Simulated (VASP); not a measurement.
Energy against volume of MoSi2 (MoSi2 type). These are PBE GGA with D4 dispersion, VASP's PBE PAW potentials (set 64) (plane waves; VASP 6.6.1) values and carry that method's errors. Numerical set-up: 520 eV cut-off, 13×13×13 Γ-centred mesh, first-order Methfessel-Paxton smearing of 0.10 eV, potentials Si Mo_sv.

Shape and ions are relaxed at each volume.

| V (Å³/atom) | E (eV/atom) |
|---|---|
| 12.806 | -8.29851 |
| 13.202 | -8.30704 |
| 13.598 | -8.29924 |
| 13.994 | -8.27755 |

Fit these four points and predict the energy of the run at 12.410 Å³/atom.

A cubic in V^(−2/3), the third-order Birch-Murnaghan form, passes through the four points with V0 = 13.20 Å³/atom and B0 = 220 GPa, and gives -8.2708 eV/atom there. The run gave -8.2708 eV/atom, +0.0 meV/atom from the fit; all five points give B0 = 220 GPa.

The compound is MoSi2 in the MoSi2 type structure. It was relaxed first.
